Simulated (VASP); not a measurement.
Given:

```
As
1.0
    5.31728    -1.84788     0.52464
    5.31728     1.84788     0.52464
    4.37335     0.00000     3.58291
As
2
Direct
  0.21158   0.21158   0.21158
  0.78842   0.78842   0.78842
```

Method: r2SCAN meta-GGA, VASP's PBE PAW potentials (set 64) (plane waves; VASP). Numerical set-up: 480 eV cut-off, 8×8×8 Γ-centred mesh, Gaussian smearing of 0.050 eV, potentials As.

### Question
Give the force on each atom (eV/Å).

### Answer

| atom | Fx | Fy | Fz |
|---|---|---|---|
| As1 | -0.768 | 0.000 | -0.237 |
| As2 | 0.768 | 0.000 | 0.237 |

### Question
Give the stress tensor in GPa (positive for a compressed cell).

### Answer

```
-3.40   0.00   0.30
 0.00  -4.36   0.00
 0.30   0.00  -4.27
```
The pressure is its mean diagonal, -4.01 GPa.

The compound is As in the a7 structure. This cell was strained or had an atom moved on purpose.
